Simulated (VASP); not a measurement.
Data:

```xyz
3
Lattice="0.0000 2.5949 2.5949 2.5949 0.0000 2.5949 2.5949 2.5949 0.0000" Properties=species:S:1:pos:R:3 pbc="T T T"
Zr     0.0000     0.0000     0.0000
O      1.2975     1.2975     1.2975
O      3.8924     3.8924     3.8924
```

All values below come from PBE GGA with D4 dispersion, VASP's PBE PAW potentials (set 64) (plane waves; VASP). Run with 520 eV cut-off, 8×8×8 Γ-centred mesh, Gaussian smearing of 0.050 eV, potentials Zr_sv O.

Question: The job: ZrO2 (fluorite), 3 atoms, PBE-D4, static run, 520 eV, 8×8×8 Γ-centred mesh. Roughly how much core time does it take on a busy server core?

Answer: About 10 core-seconds (one run on a shared machine, a rough figure). It had 29 irreducible k-points, 16 bands, up to 960 plane waves and 16 electronic steps.

The compound is ZrO2 in the fluorite structure, the high-temperature cubic form, which is unstable at 0 K; the monoclinic form is the stable one. This cell is one point of a volume scan, at 1.06 of the reference volume.
